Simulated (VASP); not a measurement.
Shape and ions are relaxed at each volume.

Energy against volume of AlN (wurtzite). Calculation: LDA (Ceperley-Alder, Perdew-Zunger), VASP's LDA PAW potentials (set 64) (plane waves; VASP).

```
V (Å³/atom)  E (eV/atom)
-----------  -----------
9.628           -8.18331
9.936           -8.20386
10.243          -8.21034
10.550          -8.20466
10.858          -8.18847
```

### Question
Fit a third-order Birch-Murnaghan equation of state.

### Answer

```yaml
volume_per_atom: 10.25 Å³/atom
bulk_modulus: 2110 kbar
pressure_derivative_of_the_bulk_modulus: 3.86
```

Measured: bulk modulus 208 GPa (computed value off by +1.3 %), as given by J. Phys. Chem. B 108, 11506, doi 10.1021/jp048396e, abstract (bulk AlN value quoted). The calculation is for a static lattice, while the measured bulk modulus holds thermal and zero-point effects, which are part of the difference.

The compound is AlN in the wurtzite structure. It was relaxed first.
